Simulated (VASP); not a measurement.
A run of VASP 6.6.1:

Contents of INCAR:

```
SYSTEM = ZrC
ALGO = Fast
EDIFF = 1E-7
ENCUT = 520
GGA = PS
ISIF = 2
ISMEAR = 0
LASPH = .TRUE.
LCHARG = .FALSE.
LREAL = .FALSE.
LWAVE = .FALSE.
NBANDS = 15
NELM = 100
PREC = Accurate
SIGMA = 0.15
```

The input KPOINTS:

```
k-points
0
G
  20 20 20
  0 0 0
```

File POSCAR:

```
ZrC
1.0
    0.0000000000      2.4810395913      2.1088836526
    2.4810395913      0.0000000000      2.1088836526
    2.4810395913      2.4810395913      0.0000000000
Zr C
1 1
Direct
    0.5000000000      0.5000000000      0.5000000000
    0.0000000000      0.0000000000      0.0000000000
```

Potentials or basis: VASP PAW PBE potentials, release 64 (Zr_sv, C).

Run with:

```sh
$ cat potpaw_PBE.64/Zr_sv/POTCAR potpaw_PBE.64/C/POTCAR > POTCAR
$ mpirun -np 1 vasp_std > vasp.out
```

Hardware: 1 thread of Intel(R) Xeon(R) Platinum 8488C (Sapphire Rapids), with other jobs on the host.

Q: How long does it take, and how much memory?

A: It took 2.7 min on 1 thread of Intel(R) Xeon(R) Platinum 8488C (Sapphire Rapids), with other jobs on the host, peak memory 0.36 GiB. Counts: scf iterations 19, k points 641.
